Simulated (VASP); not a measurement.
Energy against volume of Mo (bcc). All values below come from rev-vdW-DF2, VASP's PBE PAW potentials (set 64) (plane waves; VASP).

```
V (Å³/atom)  E (eV/atom)
-----------  -----------
14.690          -8.34644
15.159          -8.38521
15.628          -8.39634
16.097          -8.38381
16.566          -8.35112
```

Task: Fit a third-order Birch-Murnaghan equation of state.

Result: 
```yaml
volume_per_atom: 15.60 Å³/atom
bulk_modulus: 270 GPa
pressure_derivative_of_the_bulk_modulus: 4.23
lattice_constant_a: 0.3148 nm
```

Measured: bulk modulus 265 GPa at 0 K (computed value off by +2.2 %), as given by Vázquez-Parga, Fernández-Martínez, Viñes, J. Chem. Theory Comput. (2023), doi:10.1021/acs.jctc.3c00612, Supporting … [zero-point energy and finite temperature contributions removed]; a 3.141 Å at 0 K (computed value off by +0.2 %), as given by Daniel Mejia-Rodriguez et al., Physical Review B (2018), arXiv:1807.09216 [static lattice: zero-point anharmonic expansion removed].

The compound is Mo in the bcc structure. It was relaxed first.
